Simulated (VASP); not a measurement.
# MoS2: input slips in a phonon run and what they do, part 2 of 3

Some phonon runs on MoS2 get a fault in the input on purpose. Which of them show, and how? The starting structure is a measured crystal structure from the Crystallography Open Database.

VASP 6.6.1.

The database entry behind the starting cell differs from later determinations by our own check (about 0.3 % long), so it need not match the best structure at ambient conditions.

### 2. Reference modes (continued)

Level of this step: LDA; plane waves and PAW (Mo_sv, S) (VASP).

OUTCAR, selected parts (step 2):

```text
ion  position               nearest neighbor table
   1  0.667  0.333  0.750-   4 2.38   6 2.38   4 2.38   6 2.38   4 2.38   6 2.38
   2  0.333  0.667  0.250-   3 2.38   5 2.38   3 2.38   5 2.38   3 2.38   5 2.38
   3  0.667  0.333  0.379-   2 2.38   2 2.38   2 2.38
   4  0.333  0.667  0.879-   1 2.38   1 2.38   1 2.38
   5  0.667  0.333  0.121-   2 2.38   2 2.38   2 2.38
   6  0.333  0.667  0.621-   1 2.38   1 2.38   1 2.38

  LATTYP: Found a hexagonal cell.
 ALAT       =     3.1228966759
 C/A-ratio  =     3.8629513858

 Subroutine GETGRP returns: Found 24 space group operations
 (whereof 12 operations were pure point group operations)

The static configuration has the point symmetry D_3d.
 The point group associated with its full space group is D_6h.

 Found     20 irreducible k-points:

   k-points           NKPTS =     20   k-points in BZ     NKDIM =     20   number of bands    NBANDS=     32

   dimension x,y,z NGX =    24 NGY =   24 NGZ =   84
   dimension x,y,z NGXF=    48 NGYF=   48 NGZF=  168

   ENCUT  =  450.0 eV  33.07 Ry    5.75 a.u.   5.40  5.40 20.87*2*pi/ulx,y,z

   NELECT =      52.0000    total number of electrons

 k-points in reciprocal lattice and weights: Automatic mesh
   0.00000000  0.00000000  0.00000000       0.008
   0.12500000  0.00000000  0.00000000       0.047
   0.25000000  0.00000000  0.00000000       0.047
   0.37500000  0.00000000  0.00000000       0.047
   0.50000000  0.00000000  0.00000000       0.023
   0.12500000  0.12500000  0.00000000       0.047
   0.25000000  0.12500000  0.00000000       0.094
   0.37500000  0.12500000  0.00000000       0.094
   0.25000000  0.25000000  0.00000000       0.047
[...]
0.25000000  0.25000000  0.50000000       0.047
   0.37500000  0.25000000  0.50000000       0.047

 average (electrostatic) potential at core
       1 -74.1444       2 -74.1444       3 -84.3637       4 -84.3637       5 -84.3637
       6 -84.3637

  Total        0.0007037      0.0007037     -0.0117239     -0.0000000      0.0000000      0.0000000
  in kB        0.0110656      0.0110656     -0.1843572     -0.0000000      0.0000000      0.0000000
  external PRESSURE =      -0.0540754 kB  Pullay stress =       0.0000000 kB

  energy-cutoff  :      450.00
  volume of cell :      101.89
      direct lattice vectors                 reciprocal lattice vectors
     3.122896676  0.000000000  0.000000000     0.320215525  0.184876520  0.000000000
    -1.561448338  2.704507855  0.000000000     0.000000000  0.369753040  0.000000000
     0.000000000  0.000000000 12.063598042     0.000000000  0.000000000  0.082894009

 POSITION                                       TOTAL-FORCE (eV/Angst)
 -----------------------------------------------------------------------------------
      1.56145      0.90150      9.04770         0.000000     -0.000000      0.000000
     -0.00000      1.80301      3.01590        -0.000000      0.000000      0.000000
      1.56145      0.90150      4.57040        -0.000000     -0.000000      0.001963
     -0.00000      1.80301     10.60220         0.000000      0.000000      0.001963
      1.56145      0.90150      1.46139         0.000000     -0.000000     -0.001963
     -0.00000      1.80301      7.49319        -0.000000      0.000000     -0.001963
 -----------------------------------------------------------------------------------
    total drift:                               -0.000000      0.000000     -0.000000

 MACROSCOPIC STATIC DIELECTRIC TENSOR (including local field effects in DFT)
 ------------------------------------------------------
          15.452997    -0.000000     0.000000
          -0.000000    15.452997     0.000000
           0.000000    -0.000000     7.476766
 ------------------------------------------------------

 PIEZOELECTRIC TENSOR (including local field effects)  for field in x, y, z        (C/m^2)
          XX          YY          ZZ          XY          YZ          ZX
  --------------------------------------------------------------------------------
  x     0.00000     0.00000     0.00000     0.00000     0.00000     0.00000
  y     0.00000     0.00000     0.00000     0.00000     0.00000     0.00000
  z     0.00000     0.00000     0.00000     0.00000     0.00000     0.00000

 BORN EFFECTIVE CHARGES (including local field effects) (in |e|, cummulative output)
 ---------------------------------------------------------------------------------
 ion    1
    1    -1.12813     0.00000     0.00000
    2     0.00000    -1.12813    -0.00000
    3    -0.00000     0.00000    -0.79755
 ion    2
    1    -1.12813     0.00000     0.00000
    2     0.00000    -1.12813    -0.00000
    3    -0.00000     0.00000    -0.79755
 ion    3
    1     0.56407    -0.00000    -0.00000
    2    -0.00000     0.56407     0.00000
    3     0.00000    -0.00000     0.39878
 ion    4
    1     0.56407    -0.00000     0.00000
    2    -0.00000     0.56407    -0.00000
    3    -0.00000     0.00000     0.39878
 ion    5
    1     0.56407    -0.00000     0.00000
    2    -0.00000     0.56407    -0.00000
    3     0.00000     0.00000     0.39878
 ion    6
    1     0.56407    -0.00000    -0.00000
    2    -0.00000     0.56407     0.00000
    3     0.00000    -0.00000     0.39878

 Eigenvectors and eigenvalues of the dynamical matrix
 ----------------------------------------------------

   1 f  =   14.265841 THz    89.634922 2PiTHz  475.857231 cm-1    58.998751 meV
             X         Y         Z           dx          dy          dz
      1.561448  0.901503  9.047699    -0.000000    0.000000   -0.441663
     -0.000000  1.803005  3.015900     0.000000   -0.000000    0.441663
      1.561448  0.901503  4.570404    -0.000000    0.000000   -0.390470
     -0.000000  1.803005 10.602203     0.000000   -0.000000    0.390470
      1.561448  0.901503  1.461395    -0.000000    0.000000   -0.390470
     -0.000000  1.803005  7.493194     0.000000   -0.000000    0.390470

   2 f  =   14.114639 THz    88.684889 2PiTHz  470.813662 cm-1    58.373428 meV
             X         Y         Z           dx          dy          dz
      1.561448  0.901503  9.047699     0.000000   -0.000000    0.447600
     -0.000000  1.803005  3.015900     0.000000   -0.000000    0.447600
      1.561448  0.901503  4.570404    -0.000000    0.000000   -0.387075
     -0.000000  1.803005 10.602203    -0.000000    0.000000   -0.387075
      1.561448  0.901503  1.461395    -0.000000    0.000000   -0.387075
     -0.000000  1.803005  7.493194    -0.000000    0.000000   -0.387075

   3 f  =   12.381681 THz    77.796398 2PiTHz  413.008430 cm-1    51.206496 meV
             X         Y         Z           dx          dy          dz
      1.561448  0.901503  9.047699     0.000000   -0.000000    0.000000
     -0.000000  1.803005  3.015900     0.000000    0.000000   -0.000000
      1.561448  0.901503  4.570404    -0.000000   -0.000000   -0.500000
     -0.000000  1.803005 10.602203    -0.000000    0.000000   -0.500000
      1.561448  0.901503  1.461395    -0.000000   -0.000000    0.500000
     -0.000000  1.803005  7.493194    -0.000000    0.000000    0.500000

   4 f  =   12.252896 THz    76.987213 2PiTHz  408.712600 cm-1    50.673881 meV
             X         Y         Z           dx          dy          dz
      1.561448  0.901503  9.047699     0.000000   -0.000000    0.000000
     -0.000000  1.803005  3.015900    -0.000000   -0.000000   -0.000000
      1.561448  0.901503  4.570404     0.000000    0.000000    0.500000
     -0.000000  1.803005 10.602203    -0.000000    0.000000   -0.500000
      1.561448  0.901503  1.461395     0.000000    0.000000   -0.500000
     -0.000000  1.803005  7.493194    -0.000000    0.000000    0.500000

   5 f  =   11.651408 THz    73.207955 2PiTHz  388.649133 cm-1    48.186330 meV
             X         Y         Z           dx          dy          dz
      1.561448  0.901503  9.047699    -0.127652    0.429192    0.000000
     -0.000000  1.803005  3.015900    -0.127652    0.429192   -0.000000
      1.561448  0.901503  4.570404     0.110319   -0.370917   -0.000000
     -0.000000  1.803005 10.602203     0.110319   -0.370917   -0.000000
      1.561448  0.901503  1.461395     0.110319   -0.370917   -0.000000
     -0.000000  1.803005  7.493194     0.110319   -0.370917    0.000000

   6 f  =   11.651408 THz    73.207955 2PiTHz  388.649133 cm-1    48.186330 meV
             X         Y         Z           dx          dy          dz
      1.561448  0.901503  9.047699     0.429192    0.127652   -0.000000
     -0.000000  1.803005  3.015900     0.429192    0.127652    0.000000
      1.561448  0.901503  4.570404    -0.370917   -0.110319    0.000000
     -0.000000  1.803005 10.602203    -0.370917   -0.110319    0.000000
      1.561448  0.901503  1.461395    -0.370917   -0.110319   -0.000000
     -0.000000  1.803005  7.493194    -0.370917   -0.110319   -0.000000

   7 f  =   11.637305 THz    73.119344 2PiTHz  388.178713 cm-1    48.128005 meV
             X         Y         Z           dx          dy          dz
      1.561448  0.901503  9.047699    -0.127293    0.427985    0.000000
     -0.000000  1.803005  3.015900     0.127293   -0.427985    0.000000
      1.561448  0.901503  4.570404    -0.110527    0.371613    0.000000
     -0.000000  1.803005 10.602203     0.110527   -0.371613   -0.000000
      1.561448  0.901503  1.461395    -0.110527    0.371613   -0.000000
     -0.000000  1.803005  7.493194     0.110527   -0.371613    0.000000

   8 f  =   11.637305 THz    73.119344 2PiTHz  388.178713 cm-1    48.128005 meV
             X         Y         Z           dx          dy          dz
      1.561448  0.901503  9.047699    -0.427985   -0.127293    0.000000
     -0.000000  1.803005  3.015900     0.427985    0.127293   -0.000000
      1.561448  0.901503  4.570404    -0.371613   -0.110527    0.000000
     -0.000000  1.803005 10.602203     0.371613    0.110527   -0.000000
      1.561448  0.901503  1.461395    -0.371613   -0.110527   -0.000000
     -0.000000  1.803005  7.493194     0.371613    0.110527    0.000000

   9 f  =    8.713584 THz    54.749064 2PiTHz  290.653882 cm-1    36.036472 meV
             X         Y         Z           dx          dy          dz
      1.561448  0.901503  9.047699     0.000000   -0.000000   -0.000000
     -0.000000  1.803005  3.015900     0.000000    0.000000   -0.000000
      1.561448  0.901503  4.570404     0.142538   -0.479252   -0.000000
     -0.000000  1.803005 10.602203     0.142538   -0.479252    0.000000
      1.561448  0.901503  1.461395    -0.142538    0.479252    0.000000
     -0.000000  1.803005  7.493194    -0.142538    0.479252   -0.000000

  10 f  =    8.713584 THz    54.749064 2PiTHz  290.653882 cm-1    36.036472 meV
             X         Y         Z           dx          dy          dz
      1.561448  0.901503  9.047699    -0.000000   -0.000000    0.000000
     -0.000000  1.803005  3.015900    -0.000000    0.000000   -0.000000
      1.561448  0.901503  4.570404    -0.479252   -0.142538   -0.000000
     -0.000000  1.803005 10.602203    -0.479252   -0.142538   -0.000000
      1.561448  0.901503  1.461395     0.479252    0.142538    0.000000
     -0.000000  1.803005  7.493194     0.479252    0.142538    0.000000

  11 f  =    8.615714 THz    54.134125 2PiTHz  287.389272 cm-1    35.631712 meV
             X         Y         Z           dx          dy          dz
      1.561448  0.901503  9.047699     0.000000   -0.000000   -0.000000
     -0.000000  1.803005  3.015900    -0.000000   -0.000000    0.000000
      1.561448  0.901503  4.570404    -0.142539    0.479252    0.000000
     -0.000000  1.803005 10.602203     0.142539   -0.479252    0.000000
      1.561448  0.901503  1.461395     0.142539   -0.479252   -0.000000
     -0.000000  1.803005  7.493194    -0.142539    0.479252   -0.000000

  12 f  =    8.615714 THz    54.134125 2PiTHz  287.389272 cm-1    35.631712 meV
             X         Y         Z           dx          dy          dz
      1.561448  0.901503  9.047699    -0.000000    0.000000    0.000000
     -0.000000  1.803005  3.015900     0.000000   -0.000000    0.000000
      1.561448  0.901503  4.570404     0.479252    0.142539    0.000000
     -0.000000  1.803005 10.602203    -0.479252   -0.142539   -0.000000
      1.561448  0.901503  1.461395    -0.479252   -0.142539   -0.000000
     -0.000000  1.803005  7.493194     0.479252    0.142539    0.000000

  13 f  =    1.653876 THz    10.391609 2PiTHz   55.167364 cm-1     6.839878 meV
             X         Y         Z           dx          dy          dz
      1.561448  0.901503  9.047699     0.000000   -0.000000    0.552209
     -0.000000  1.803005  3.015900    -0.000000   -0.000000   -0.552209
      1.561448  0.901503  4.570404    -0.000000   -0.000000   -0.312303
     -0.000000  1.803005 10.602203     0.000000   -0.000000    0.312303
      1.561448  0.901503  1.461395    -0.000000   -0.000000   -0.312303
     -0.000000  1.803005  7.493194     0.000000   -0.000000    0.312303
    [... 43 further lines ...]
      1.561448  0.901503  1.461395     0.310830    0.060289   -0.000000
     -0.000000  1.803005  7.493194     0.310830    0.060289   -0.000000

 MACROSCOPIC STATIC DIELECTRIC TENSOR IONIC CONTRIBUTION
 ------------------------------------------------------
           0.211645    -0.000000     0.000000
          -0.000000     0.211645    -0.000000
           0.000000    -0.000000     0.072106
 ------------------------------------------------------

 ELASTIC MODULI CONTR FROM IONIC RELAXATION (kBar)
 Direction    XX          YY          ZZ          XY          YZ          ZX
 --------------------------------------------------------------------------------
 XX        -435.9730   -275.7951   -976.7139      0.0000      0.0000      0.0000
 YY        -275.7951   -435.9730   -976.7139      0.0000      0.0000      0.0000
 ZZ        -976.7139   -976.7139  -2680.5643      0.0000      0.0000      0.0000
 XY           0.0000      0.0000      0.0000    -80.0889     -0.0000      0.0000
 YZ          -0.0000      0.0000      0.0000     -0.0000  -1454.1420      0.0000
 ZX           0.0000      0.0000      0.0000      0.0000      0.0000  -1151.4449
 --------------------------------------------------------------------------------

 PIEZOELECTRIC TENSOR IONIC CONTR  for field in x, y, z        (C/m^2)
          XX          YY          ZZ          XY          YZ          ZX
  --------------------------------------------------------------------------------
  x     0.00000    -0.00000    -0.00000    -0.00000    -0.00000    -0.00000
  y    -0.00000     0.00000     0.00000     0.00000    -0.00000     0.00000
  z    -0.00000    -0.00000     0.00000     0.00000    -0.00000     0.00000
```

Energies printed during the response cycles are not total energies of the cell.

Reference: the zone-centre modes are B1g (2) 475.9, A2u 470.8, A1g 413.0, B2u 408.7, E1g 290.7, E2u 287.4, B1g (1) 55.2, E2g 36.2 cm⁻¹ (levels within 1 cm⁻¹ of another are left out).

### 3. Modes with finite displacements, else as the reference

Against step 2 the input has IBRION = 6, NFREE = 2, POTIM = 0.015 and no LEPSILON (also changed: NSW).

Contents of INCAR:

```
SYSTEM = MoS2
PREC = Accurate
ENCUT = 450
EDIFF = 1E-08
NELM = 100
ISMEAR = 0
SIGMA = 0.03
LREAL = .FALSE.
ALGO = Normal
GGA = CA
NBANDS = 32
LORBIT = 11
LWAVE = .FALSE.
LCHARG = .FALSE.
KPAR = 4
IBRION = 6
NFREE = 2
POTIM = 0.015
NSW = 1
ISIF = 2
```

Contents of POSCAR:

```
MoS2
1.0
    3.1228966759      0.0000000000      0.0000000000
   -1.5614483380      2.7045078548      0.0000000000
    0.0000000000      0.0000000000     12.0635980418
Mo S
2 4
Direct
    0.6666666667      0.3333333333      0.7500000000
    0.3333333333      0.6666666667      0.2500000000
    0.6666666667      0.3333333333      0.3788591205
    0.3333333333      0.6666666667      0.8788591205
    0.6666666667      0.3333333333      0.1211408795
    0.3333333333      0.6666666667      0.6211408795
```

Contents of KPOINTS:

```
Automatic mesh
0
Gamma
8 8 2
0 0 0
```

Potentials, in the order of the species: Mo_sv and S (LDA family, release 64).

On the command line:

```sh
$ mpirun -np 4 vasp_std
```

What it wrote:

```text
[... set-up lines as in an earlier step ...]
 entering main loop
       N       E                     dE             d eps       ncg     rms          rms(c)
[... 17 cycles as in an earlier step ...]
   1 F= -.48956284E+02 E0= -.48956284E+02  d E =-.702546E-55
[... from here on, the cycles between the ionic steps are left out ...]
   2 F= -.48953874E+02 E0= -.48953874E+02  d E =-.688778E-11
   3 F= -.48953874E+02 E0= -.48953874E+02  d E =-.688745E-11
   4 F= -.48952725E+02 E0= -.48952725E+02  d E =-.297870E-54
   5 F= -.48952725E+02 E0= -.48952725E+02  d E =-.297888E-54
   6 F= -.48955129E+02 E0= -.48955129E+02  d E =-.123014E-10
   7 F= -.48955129E+02 E0= -.48955129E+02  d E =-.123023E-10
   8 F= -.48954320E+02 E0= -.48954320E+02  d E =-.876446E-52
   9 F= -.48954215E+02 E0= -.48954215E+02  d E =-.232772E-11
 Finite differences progress:
  Degree of freedom:   4/  4
  Displacement:        2/  2
  Total:               8/  8
```

Elapsed: 2.1 min, on 4 MPI ranks of AMD EPYC 9R14 (Zen 4), shared host; peak memory 1.4 GiB.

OUTCAR, selected parts (step 3):

```text
  Total        0.1647442      0.1647442      0.4311474     -0.0000000     -0.0000000     -0.0000000
  in kB        2.5905862      2.5905862      6.7797495     -0.0000000     -0.0000000     -0.0000000
  external PRESSURE =       3.9869739 kB  Pullay stress =       0.0000000 kB

 POSITION                                       TOTAL-FORCE (eV/Angst)
 -----------------------------------------------------------------------------------
      1.56145      0.90150      9.04770        -0.000000      0.000000     -0.000076
     -0.00000      1.80301      3.01590         0.000000     -0.000000     -0.239098
      1.56145      0.90150      4.55540        -0.000000      0.000000      0.275524
     -0.00000      1.80301     10.60220        -0.000000      0.000000      0.001366
      1.56145      0.90150      1.46139         0.000000      0.000000     -0.031870
     -0.00000      1.80301      7.49319        -0.000000     -0.000000     -0.005846
 -----------------------------------------------------------------------------------
    total drift:                               -0.000000     -0.000000     -0.000033

  FREE ENERGIE OF THE ION-ELECTRON SYSTEM (eV)
  ---------------------------------------------------
  free  energy   TOTEN  =       -48.9542145354 eV

  energy  without entropy=      -48.9542145354  energy(sigma->0) =      -48.95421454

[... 2 parts as in an earlier step ...]

[... 1 further part left out ...]
[key lines of the parts left out:]
E-fermi :   8.2136
```

The last energy, forces and stress in OUTCAR belong to the last displaced cell, not to that of POSCAR.

With finite displacements, else as the reference the compared modes are at the top B1g (2) 474.6, A2u 470.7 cm⁻¹, at the bottom B1g (1) 56.8, E2g 35.7 cm⁻¹, with 4 more of the listed ones between; the largest shift among the levels compared is +1.6 cm⁻¹, in B1g (1), from the reference.

(Part 2 of 3 ends here.)

[Lines on the potential files, build, host, timing and source positions are cut from VASP's logs without a mark.]

[Logs are printed without paths, hosts, clocks, repeated set-up lines and the standing remarks that a program may print on its own settings, such as how far it seeks lower states.]

[Hosts, paths, dates, database ids (printed as entryN), source tags and the programs' standing remarks are cut or masked in the printed files.]
